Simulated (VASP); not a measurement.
Input for VASP

### KPOINTS
```
Automatic mesh
0
Gamma
6 6 6
0 0 0
```

File POSCAR:
```
CsI
1.0
  3.9288710282   0.0000000000   0.0000000000
  0.0000000000   3.9288710282   0.0000000000
  0.0000000000   0.0000000000   3.9288710282
Cs I
1 1
Cartesian
  0.0000000000   0.0000000000   0.0000000000
  1.9644355141   1.9644355141   1.9644355141
```

**INCAR**
```
EDIFF = 1E-7
LASPH = .True.
ISIF = 3   ! ions, shape and volume
NELM = 100   ! most electronic steps
SIGMA = 0.05   ! width (eV)
LMAXMIX = 4
LCHARG = .False.
NSW = 40   ! most ionic steps
IBRION = 2   ! conjugate gradients
LWAVE = .False.
EDIFFG = -0.01   ! ionic stop
SYSTEM = CsI
ENCUT = 480
PREC = Accurate
ISMEAR = 0   ! Gaussian
PSTRESS = 200
ALGO = Normal
LMIXTAU = .True.
LREAL = .False.   ! projection in real space or not
METAGGA = R2SCAN
```

POTCAR, in this order: Cs_sv I (PBE.64 set). Program: vasp_std.

**Question.** Translate this r2SCAN calculation to Ansatz.

**Answer.** One equivalent input (not run):
Ansatz 0.2 input:
```yaml
crystal:
  lattice:
    - [3.9288710, 0.0000000, 0.0000000]
    - [0.0000000, 3.9288710, 0.0000000]
    - [0.0000000, 0.0000000, 3.9288710]
  atoms:
    - { symbol: Cs, position: [0.0000000, 0.0000000, 0.0000000] }
    - { symbol: I, position: [0.5000000, 0.5000000, 0.5000000] }
kpoints:
  mp_grid: { grid: [6, 6, 6] }
hamiltonian:
  xc: r2scan
  pseudopotentials: { kind: paw }
scf:
  occupations: { method: gaussian, width: 0.05 }
  max_iter: 100
relax:
  max_steps: 40
  f_tol: 0.01
  cell: { p_target: 20 }
output: { forces: true, stress: true, eigenvalues: true }
```
Limits of the translation: each code has its own PAW files, so the cut-off isn't converted (ENCUT is set for VASP's; basis.ecutwfc is left out, and Ansatz then takes the one that its files recommend); Ansatz stops its SCF on the density residual and VASP on the energy change (EDIFF).

The compound is CsI in the CsCl type structure. It was relaxed first under an external pressure of 20 GPa.
